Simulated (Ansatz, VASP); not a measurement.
# Na8Sr5Li8Si24O61 (liquid 65SiO2-11Li2O-11Na2O-14SrO (mol %) at 2000 K): VASP beside Ansatz

One calculation is typed for both programs; each brings its own data sets and cutoff. How far apart do they land? The structure shown is frame 250 of Ansatz's trajectory.

Main program and level: Ansatz 0.2.0; plane waves, with VASP 6.6.1 beside it; single point at PBE.

## 1. Starting point

The cell holds 106 atoms: 24 Si, 8 Li, 8 Na, 5 Sr and 61 O. Cell: a = 11.309 Å, b = 11.309 Å, c = 11.309 Å, α = 90.0°, β = 90.0°, γ = 90.0°. As first built, before any earlier steps moved the atoms (in the runner's words): 106 atoms (24 Si, 8 Li, 8 Na, 5 Sr, 61 O) placed at random at 2.67 g/cm^3, melted at 4000 K for 10 ps at fixed volume with the Morse and Coulomb pair potential with partial charges (Pedone, Malavasi, Menziani, Cormack and Segre, J. Phys. Chem. B 110, 11780 (2006)). Snapshot at the end of a hold of 10 ps at 2000 K and fixed volume.

## 2. Ansatz: dynamics, PBE

Ansatz runs on its default PAW (the set named soft_2) files.

This run makes the geometry at which the two programs are then compared.

The input, input.yaml:

```yaml
crystal:
  lattice:
    - [11.3093, 0.0, 0.0]
    - [0.0, 11.3093, 0.0]
    - [0.0, 0.0, 11.3093]
  atoms:
    - { symbol: Si, position: [0.84231, 0.14193, 0.18428] }
    - { symbol: Si, position: [0.0891, 0.98231, 0.34693] }
    - { symbol: Si, position: [0.17727, 0.34857, 0.97639] }
    - { symbol: Si, position: [0.90037, 0.7533, 0.10806] }
    - { symbol: Si, position: [0.81646, 0.90668, 0.30709] }
    - { symbol: Si, position: [0.53768, 0.4396, 0.62784] }
    - { symbol: Si, position: [0.825, 0.96305, 0.54623] }
    - { symbol: Si, position: [0.2988, 0.94485, 0.65929] }
    - { symbol: Si, position: [0.98003, 0.12444, 0.94444] }
    - { symbol: Si, position: [0.46794, 0.78088, 0.3105] }
    - { symbol: Si, position: [0.73827, 0.35102, 0.80715] }
    - { symbol: Si, position: [0.02369, 0.99408, 0.70517] }
    - { symbol: Si, position: [0.58603, 0.6967, 0.55809] }
    - { symbol: Si, position: [0.02792, 0.23278, 0.38016] }
    - { symbol: Si, position: [0.24148, 0.76584, 0.43165] }
    - { symbol: Si, position: [0.07909, 0.56352, 0.5217] }
    - { symbol: Si, position: [0.41851, 0.39858, 0.89628] }
    - { symbol: Si, position: [0.42572, 0.92795, 0.89193] }
    - { symbol: Si, position: [0.84344, 0.26837, 0.55523] }
    - { symbol: Si, position: [0.21765, 0.35356, 0.24141] }
    - { symbol: Si, position: [0.12317, 0.92442, 0.08888] }
    - { symbol: Si, position: [0.03813, 0.74819, 0.76967] }
    - { symbol: Si, position: [0.57614, 0.1669, 0.89762] }
    - { symbol: Si, position: [0.73232, 0.36853, 0.29113] }
    - { symbol: Li, position: [0.44471, 0.21214, 0.61132] }
    - { symbol: Li, position: [0.89351, 0.66746, 0.58765] }
    - { symbol: Li, position: [0.97077, 0.42268, 0.05594] }
    - { symbol: Li, position: [0.19669, 0.54503, 0.78403] }
    - { symbol: Li, position: [0.94433, 0.54899, 0.91519] }
    - { symbol: Li, position: [0.55095, 0.29191, 0.15687] }
[... 70 atom lines left out ...]
    - { symbol: O, position: [0.22364, 0.83596, 0.07934] }
    - { symbol: O, position: [0.79373, 0.01713, 0.22952] }
    - { symbol: O, position: [0.46337, 0.81368, 0.94602] }
    - { symbol: O, position: [0.93457, 0.67593, 0.78839] }
    - { symbol: O, position: [0.8583, 0.12781, 0.03024] }
    - { symbol: O, position: [0.27352, 0.48122, 0.23708] }
kpoints:
  mp_grid: { grid: [1, 1, 1] }
hamiltonian:
  xc: pbe
scf:
  occupations: { method: fermi_dirac, width: 0.078 }
output:
  forces: true
md:
  timestep: 1.0
  n_steps: 250
  ensemble: nve
  temperature: 900
  initial_velocities: maxwell_boltzmann
  seed: 4677
```

Launch:

```bash
$ ansatz run input.yaml --threads 4 --pin off --max-ram 8192MiB --backend cpu --events-out ev --progress --plain --runs-dir out
```

Numbers of over 12 decimals in the logs are rounded to 6 here.

Log:

```text
Warning: md: disabling space-group detection — thermal motion breaks the input geometry's symmetry, so no spatial operation reduces the k-mesh or symmetrises the density; time reversal is kept, so that k and −k are solved as one point where they differ and the mesh holds both, and exact exchange and, on two spinor components, a DFT+U term hold to it where the run has them: on two components no moment then forms, and  [...]
Engine: ansatz 0.2.0, aarch64-unknown-linux-gnu
Pseudopotentials: kind: paw
Pseudopotential: Si, paw, valence charge 4, recommended cutoff 420 eV (normal), Si.paw.azcp
Pseudopotential: Li, paw, valence charge 3, recommended cutoff 420 eV (normal), Li.paw.azcp
Pseudopotential: Na, paw, valence charge 9, recommended cutoff 420 eV (normal), Na.paw.azcp
Pseudopotential: Sr, paw, valence charge 10, recommended cutoff 420 eV (normal), Sr.paw.azcp
Pseudopotential: O, paw, valence charge 6, recommended cutoff 420 eV (normal), O.paw.azcp
Functional definition: PBE
  parameter kappa = 0.804
  parameter beta = 0.066725
  exchange = pbe_x(kappa = kappa, mu = beta*pi^2/3)
  correlation = pbe_c(beta = beta)
Crystal: 106 atoms, lattice volume = 1446.462 Å³
Basis set: ecut = 420 eV, 28353 PW (Γ), exchange–correlation on 160×160×160 points (8 copies of the dense FFT grid, shifted against one another)
Bands: 410, of which v1, the nominal top of the filled ones, is band 304 counted from 1 (303 counted from 0)
Symmetry: 1 space group operations
k-points: 1
Non-local potential: Si, projectors of the file, l = 0: 2, l = 1: 2, l = 2: 2
Non-local potential: Li, projectors of the file, l = 0: 3, l = 1: 2, l = 2: 1
Non-local potential: Na, projectors of the file, l = 0: 3, l = 1: 2, l = 2: 1
Non-local potential: Sr, projectors of the file, l = 0: 3, l = 1: 2, l = 2: 2
Non-local potential: O, projectors of the file, l = 0: 2, l = 1: 2, l = 2: 1
PAW form: soft (Blöchl's): semilocal exchange-correlation on the pseudo side does not see the compensation charge
PAW one-centre angular grid: Si, 110 points (default); XC on 64 Gauss nodes
PAW one-centre angular grid: Li, 110 points (default); XC on 64 Gauss nodes
PAW one-centre angular grid: Na, 110 points (default); XC on 64 Gauss nodes
PAW one-centre angular grid: Sr, 110 points (default); XC on 64 Gauss nodes
PAW one-centre angular grid: O, 110 points (default); XC on 64 Gauss nodes
Initial density: superposition of atomic densities (neutral atoms: chi_scale 0, normalization atom), corrected by the library's trained network
Initial wavefunctions: pseudopotential atomic-orbital guess
Functional: x = pbe(κ = 0.804, μ = 0.219515), c = pbe(β = 0.066725)
SCF iter   1: F=—  HF=-81204.818585 eV  |F-HF|=—  |Δ(HF+E_count)|=         —  Δρ=3.49e-3  dr2=3.08e-1  ethr=1.77e-3  ⟨swp⟩=7.0  Hψ=2100  notcnv=0  defer=48
preconditioner: auto → Resta (q_TF=auto, 2.361 Å⁻¹)  ε∞=3.0  [insulator: Δε(μ)=1.906 eV  Ē_g=16.294 eV  σ=0.078 eV  W_gap=1.00  n_scr=340 (ndim 8)  ℏωp=23.2 eV  f_vac=0.146  D(μ)=0.00/eV (n_scr^D=0)  ε∞_Penn≈3.0]
SCF iter   2: F=—  HF=-81204.766630 eV  |F-HF|=—  |Δ(HF+E_count)|=   5.20e-2  Δρ=1.86e-3  dr2=6.76e-2  ethr=5.06e-5  ⟨swp⟩=2.0  Hψ=666  notcnv=0  defer=84
SCF iter   3: F=—  HF=-81204.758835 eV  |F-HF|=—  |Δ(HF+E_count)|=   7.79e-3  Δρ=8.30e-4  dr2=1.96e-2  ethr=1.11e-5  ⟨swp⟩=2.0  Hψ=509  notcnv=0  defer=84
SCF iter   4: F=—  HF=-81204.756324 eV  |F-HF|=—  |Δ(HF+E_count)|=   2.51e-3  Δρ=3.32e-4  dr2=1.79e-3  ethr=3.22e-6  ⟨swp⟩=2.0  Hψ=509  notcnv=0  defer=84
SCF iter   5: F=—  HF=-81204.756453 eV  |F-HF|=—  |Δ(HF+E_count)|=   1.29e-4  Δρ=1.92e-4  dr2=4.99e-4  ethr=2.95e-7  ⟨swp⟩=2.0  Hψ=537  notcnv=0  defer=84
SCF iter   6: F=—  HF=-81204.756437 eV  |F-HF|=—  |Δ(HF+E_count)|=   1.61e-5  Δρ=5.83e-5  dr2=4.78e-5  ethr=8.21e-8  ⟨swp⟩=2.0  Hψ=527  notcnv=0  defer=84
SCF iter   7: F=—  HF=-81204.754207 eV  |F-HF|=—  |Δ(HF+E_count)|=   2.23e-3  Δρ=2.78e-5  dr2=1.06e-5  ethr=7.86e-9  ⟨swp⟩=2.0  Hψ=714  notcnv=0  defer=95
SCF iter   8: F=—  HF=-81204.754213 eV  |F-HF|=—  |Δ(HF+E_count)|=   6.01e-6  Δρ=9.76e-6  dr2=1.65e-6  ethr=1.75e-9  ⟨swp⟩=2.0  Hψ=527  notcnv=0  defer=95
SCF iter   9: F=—  HF=-81204.754215 eV  |F-HF|=—  |Δ(HF+E_count)|=   1.53e-6  Δρ=4.88e-6  dr2=3.51e-7  ethr=2.71e-10  ⟨swp⟩=2.0  Hψ=598  notcnv=0  defer=95
SCF iter  10: F=-81204.754215 eV  HF=-81204.754215 eV  |F-HF|=5.34e-8  |Δ(HF+E_count)|=   1.84e-7  Δρ=1.90e-6  dr2=6.25e-8  ethr=1.64e-11  ⟨swp⟩=4.0  Hψ=1203  notcnv=0
SCF 1 converged in 10 iterations: F = -81204.754215 eV  dr2 = 6.25e-8
[...]
md step   248: t =   248.00 fs  T =  1829.8 K  F+E_penalty+E_count = -81217.41726416 eV  E_kin = 24.835041 eV  conserved = -81192.58222321 eV  (4 SCF iters)
[...]
md step   249: t =   249.00 fs  T =  1798.5 K  F+E_penalty+E_count = -81216.99098466 eV  E_kin = 24.409329 eV  conserved = -81192.58165531 eV  (5 SCF iters)
[...]
md step   250: t =   250.00 fs  T =  1768.4 K  F+E_penalty+E_count = -81216.58265514 eV  E_kin = 24.001698 eV  conserved = -81192.58095693 eV  (9 SCF iters)
SCF converged after 9 iterations
Free energy (F): -81216.582655 eV
Harris-Foulkes:  -81216.582655 eV  (|F-HF|=3.66e-8)
Internal energy: -81216.582652 eV  (E = F + TS)
E sigma→0 (E₀):  -81216.582653 eV
Entropy (-TS):   -0.000003 eV (-0.000 meV/atom)
Fermi energy:    5.686611 eV
--- Per-component energies (eV) ---
  E_band       = -4467.459837
  E_kinetic    = 14279.846974
  E_local      = -45005.019666  (includes V_loc(G=0)·N_el)
  E_nonlocal   = 5168.846092
  E_hartree    = 16126.238771
  E_xc         = -7149.198361
  E_vxc        = -8266.105142  (∫ρ·V_xc dr)
  E_paw        = -37727.288243  (= ΣΔE_a)
  E_vpaw       = -2897.653181  (= ΣTr[D̂ρ^β])
  E_aug_tail   = 0.152326  (compensation charges beyond the density's cutoff)
  E_ewald      = -26910.160545
  E_smearing   = -0.000003  (= −TS)
  E_closure    = -0.000000  (closes the sum)
  Σ components = -81216.582655   (vs F -81216.582655, Δ=0.00e0)
--- Forces (eV/Å), atoms counted from 1 ---
  atom   1  Si     2.74749542     3.29088083     3.32209146
  atom   2  Si     0.77749342    -1.40667725    -0.71518960
  atom   3  Si     2.36302051    -1.85649848     2.11190919
  atom   4  Si     3.99244081    -1.54813801     1.75488865
  atom   5  Si     1.93557096    -1.42030250     2.88507951
  atom   6  Si    -0.06200259     1.52040415    -3.08532969
  atom   7  Si     2.47637157     0.69975806    -2.76111769
  atom   8  Si     0.45145446     1.13256008    -2.58219626
  atom   9  Si    -0.87908727     2.46972303     0.99215652
  atom  10  Si     0.59185978    -4.45406127     0.13697225
  atom  11  Si     1.84829729    -2.83801202    -1.58011035
  atom  12  Si     0.37376794    -1.61828365    -2.46644693
  atom  13  Si    -1.90302449     1.34492633     1.96228753
  atom  14  Si    -4.10360739     2.00872748     0.37124077
  atom  15  Si    -0.70882622    -1.87370400     3.61818162
  atom  16  Si    -3.19626121    -0.50375349    -3.88056219
  atom  17  Si    -0.61937904    -0.20643676     7.12202301
  atom  18  Si     1.47598010    -3.65449882    -0.10873463
  atom  19  Si     1.21115044     2.27933699     0.05275151
  atom  20  Si    -2.21831568    -1.13114572     1.26993576
  atom  21  Si    -3.59560982    -0.00055538    -0.98228302
  atom  22  Si     0.22855210    -4.36287389     3.99450324
  atom  23  Si    -2.41423450     1.72385749     0.09026583
  atom  24  Si     0.55389490     3.94766171    -2.10829091
[...]
atom  99  O      1.12727673     0.11607885     2.02744601
  atom 100  O     -0.60395125     0.42539646    -2.48621849
  atom 101  O      0.89608526    -1.70042345    -0.89302823
  atom 102  O     -1.23532582    -1.88495979     1.69863215
  atom 103  O     -0.94190487     3.76978469     1.10422051
  atom 104  O      0.99727873     2.95787290    -1.26635027
  atom 105  O      2.71453972    -0.50153913    -5.24596908
  atom 106  O      1.28431382     2.69715054     0.35830267
  max |Σ_I F_I| component: 1.29e-4 eV/Å
--- MD trajectory: 250 steps, t = 0.0 → 250.0 fs ---
  final state: T = 1768.4 K   F+E_penalty+E_count = -81216.58265514 eV   E_kin = 24.001698 eV
  conserved energy: peak-to-peak 7.455e-2 eV (7.033e-4 eV/atom) over 250.0 fs
```

Reading the cycles: dr2 is the Hartree energy of the density residual (eV), the measure of convergence; HF is the Harris–Foulkes estimate of the energy, which meets the free energy F at convergence.

## 3. VASP: single point, PBE

The same cell, functional, mesh and smearing now go to VASP, with its own data sets and cutoff.

Lines of VASP's logs that name or quote its potential files are left out, and so is its time.

The input, INCAR:

```
SYSTEM = Na8Sr5Li8Si24O61
PREC = Accurate
ENCUT = 650
EDIFF = 1E-05
NELM = 100
ISMEAR = -1
SIGMA = 0.078
LREAL = Auto
ALGO = Fast
GGA = PE
NBANDS = 370
LORBIT = 11
LWAVE = .FALSE.
LCHARG = .FALSE.
ISIF = 2
```

The input, POSCAR:

```
Na8Sr5Li8Si24O61
1.0
   11.3093000000      0.0000000000      0.0000000000
    0.0000000000     11.3093000000      0.0000000000
    0.0000000000      0.0000000000     11.3093000000
Si Li Na Sr O
24 8 8 5 61
Direct
    0.8638465688      0.1165235691      0.1553146525
    0.1252420574      0.9754891992      0.3288620870
    0.1548902231      0.3473512950      0.9638350738
    0.9058650845      0.7348288577      0.0987771126
    0.8508661014      0.9064663595      0.3070835507
    0.4898181143      0.4299116656      0.6340445474
    0.7783063496      0.9762761621      0.5614847957
    0.2831474981      0.9631011645      0.6650102128
    0.0175872954      0.0801110590      0.9411457827
    0.4937706136      0.8210587746      0.3172256461
    0.7099024696      0.3078528291      0.7386310382
    0.9963392960      0.0108936893      0.7129972677
    0.5853501101      0.6623398442      0.5146118681
    0.0711803560      0.2102517397      0.3379784779
    0.2903627988      0.7859460798      0.4311584271
    0.0754865465      0.6215592477      0.5239758429
    0.4257115825      0.4044458985      0.8729983288
    0.4507971316      0.9373789713      0.8969166969
    0.8093781224      0.2173697753      0.4936468216
    0.2657016791      0.3661322982      0.2232056803
    0.1369315519      0.8817345017      0.0681651384
    0.9773372357      0.7419822624      0.7562448604
    0.5828035334      0.1510615157      0.8982341966
    0.7524073108      0.3376424712      0.2657547328
    0.4192301911      0.2239572741      0.6421087070
    0.7686859487      0.5483274827      0.6862140009
    0.0466076592      0.5538804347      0.2708213594
    0.1883847807      0.4921347917      0.7495866234
    0.9404914539      0.5575765078      0.9080756545
    0.6079509784      0.3247327421      0.0893423996
[... 70 atom lines left out ...]
    0.2468764645      0.8039401201      0.0837187094
    0.8027906236      0.0175519263      0.2306950917
    0.4957601266      0.7774928599      0.8964834251
    0.8603715526      0.6406408885      0.7862732441
    0.8917262784      0.0611266833      0.0353072250
    0.3216556286      0.4859275110      0.2547637785
```

The input, KPOINTS:

```
Automatic mesh
0
Gamma
1 1 1
0 0 0
```

Potentials, in the order of the species: Si, Li_sv, Na_pv, Sr_sv and O (PBE family, release 64).

Launch:

```bash
$ export OMP_NUM_THREADS=5
$ mpirun -np 1 vasp_gam
```

Log:

```text
[banner, memory and clock lines left out]
running    1 mpi-ranks, on    1 nodes
[...]
Offloading initialized ...    1 GPUs detected
[...]
LDA part: xc-table for (Slater+PW92), standard interpolation
 POSCAR, INCAR and KPOINTS ok, starting setup
[...]
entering main loop
       N       E                     dE             d eps       ncg     rms          rms(c)
DAV:   1     0.805169723424E+04    0.80517E+04   -0.36697E+05   740   0.203E+03
DAV:   2     0.299481255557E+03   -0.77522E+04   -0.73370E+04   852   0.508E+02
DAV:   3    -0.744559986976E+03   -0.10440E+04   -0.10213E+04   836   0.201E+02
DAV:   4    -0.819796295722E+03   -0.75236E+02   -0.74622E+02  1008   0.534E+01
[...]
RMM:  30    -0.712158312331E+03   -0.10735E-02   -0.12284E-02  1334   0.185E-01    0.171E-01
RMM:  31    -0.712159249531E+03   -0.93720E-03   -0.10700E-02  1300   0.169E-01    0.177E-01
RMM:  32    -0.712160033275E+03   -0.78374E-03   -0.90039E-03  1288   0.155E-01    0.175E-01
WARNING in EDDRMM: call to ZHEGV failed, returncode =   8  4     15
[...]
RMM:  43    -0.712163883192E+03   -0.16048E-03   -0.20059E-03  1119   0.612E-02    0.243E-01
[...]
RMM:  68    -0.712164880676E+03   -0.63945E-05   -0.12304E-04   842   0.174E-02    0.269E-01
RMM:  69    -0.712164893731E+03   -0.13054E-04   -0.16713E-04   810   0.169E-02    0.264E-01
RMM:  70    -0.712164902817E+03   -0.90861E-05   -0.10822E-04   810   0.166E-02    0.259E-01
WARNING in EDDRMM: call to ZHEGV failed, returncode =   6  3    182
WARNING in EDDRMM: call to ZHEGV failed, returncode =   6  3    282
RMM:  71    -0.712164936420E+03   -0.33603E-04   -0.22223E-04  1084   0.230E-02    0.216E-01
RMM:  72    -0.712164947604E+03   -0.11184E-04   -0.98544E-05   810   0.150E-02    0.212E-01
RMM:  73    -0.712164961804E+03   -0.14200E-04   -0.12830E-04   795   0.143E-02    0.206E-01
RMM:  74    -0.712164975792E+03   -0.13988E-04   -0.98729E-05   871   0.148E-02    0.195E-01
RMM:  75    -0.712164998182E+03   -0.22390E-04   -0.13965E-04   957   0.159E-02    0.173E-01
RMM:  76    -0.712165016601E+03   -0.18419E-04   -0.10378E-04   882   0.150E-02    0.150E-01
RMM:  77    -0.712165029228E+03   -0.12627E-04   -0.10441E-04   747   0.127E-02    0.141E-01
RMM:  78    -0.712165036817E+03   -0.75890E-05   -0.78089E-05   736   0.123E-02
   1 F= -.71216504E+03 E0= -.71216503E+03  d E =-.377477E-05
```

From OUTCAR (step 3):

```text
  Total      -10.4571438     21.4302590     17.2367922      3.1703525      1.5214689    -21.7546216
  in kB      -11.5828782     23.7372732     19.0923705      3.5116479      1.6852584    -24.0965542
  external PRESSURE =      10.4155885 kB  Pullay stress =       0.0000000 kB

 POSITION                                       TOTAL-FORCE (eV/Angst)
 -----------------------------------------------------------------------------------
      9.76950      1.31780      1.75650         2.723305      3.301523      3.322373
      1.41640     11.03210      3.71920         0.841190     -1.403514     -0.725548
      1.75170      3.92830     10.90030         2.365494     -1.916463      2.168458
     10.24470      8.31040      1.11710         4.001927     -1.546499      1.790287
      9.62270     10.25150      3.47290         1.925812     -1.438464      2.913269
      5.53950      4.86200      7.17060        -0.047839      1.570364     -3.090000
      8.80210     11.04100      6.35000         2.483572      0.684993     -2.803060
      3.20220     10.89200      7.52080         0.443986      1.076661     -2.562571
      0.19890      0.90600     10.64370        -0.910647      2.479727      0.994986
      5.58420      9.28560      3.58760         0.601648     -4.541583      0.142717
[...]
5.62180      6.15720      6.22920         1.442850      1.402304     -1.619817
     10.33050      0.28750      6.66920         2.056430     -0.396842      2.704085
     11.23440      9.59590      0.77530        -0.019647     -1.149744      0.724332
[...]
-----------------------------------------------------------------------------------
    total drift:                                0.035933     -0.008244     -0.006458

  FREE ENERGIE OF THE ION-ELECTRON SYSTEM (eV)
  ---------------------------------------------------
  free  energy   TOTEN  =      -712.1650368169 eV

  energy  without entropy=     -712.1650330421  energy(sigma->0) =     -712.16503493

[... 3 further parts left out ...]
[key lines of the parts left out:]
E-fermi :   3.5751
```

The run ends at a pressure of 1.04 GPa, with forces up to 7.2 eV/Å.

## 4. Differences

Known differences besides the potentials themselves: the data sets hold 608 valence electrons in Ansatz (default PAW (the set named soft_2) files) and 592 in VASP; the cutoff is 420 eV in Ansatz and 650 eV in VASP (PREC = Accurate, projectors in real space); VASP leaves aspherical gradient terms in its spheres out (LASPH is not set), Ansatz keeps them. Total energies have different zeros and are not compared.

Forces on 9 of the 106 atoms, those with the largest forces and the largest differences (eV/Å; atoms numbered as in POSCAR):

```
atom         Ansatz x, y, z           VASP x, y, z
 Si1    2.748, 3.291, 3.322    2.723, 3.302, 3.322
Si17  -0.619, -0.206, 7.122  -0.690, -0.217, 7.124
Si22   0.229, -4.363, 3.994   0.212, -4.336, 3.968
Li27  0.085, -0.952, -1.216  0.153, -1.001, -1.319
Sr45    0.168, 1.193, 0.660    0.136, 1.241, 0.801
 O59   1.508, -3.546, 3.947   1.529, -3.576, 4.005
 O69    1.530, 2.645, 5.197    1.528, 2.671, 5.311
 O70    0.235, 3.830, 4.472    0.225, 3.850, 4.512
O105  2.715, -0.501, -5.246  2.750, -0.503, -5.288
```

The forces differ by 33 meV/Å r.m.s., which is 1.8 % of the r.m.s. force of 1.81 eV/Å (both taken over all components). VASP's last cycles still show a density residual of 1e-02, so its state may not be settled.

## 5. Summary of results

```yaml
r_m_s_force_difference_single_point_pbe: 1.8 % of the r.m.s. force
```

**Reading.** The r.m.s. force difference is 1.8 % of the r.m.s. force (single point, PBE), within the 3 % picked in this series as the mark of a large difference. How closely two codes agree says nothing of how well the functional describes the real material.

[Lines on the potential files, build, host, timing and source positions are cut from VASP's logs without a mark.]

[Logs are printed without paths, hosts, clocks, repeated set-up lines and the standing remarks that a program may print on its own settings, such as how far it seeks lower states.]

[Hosts, paths, dates, database ids (printed as entryN), source tags and the programs' standing remarks are cut or masked in the printed files.]
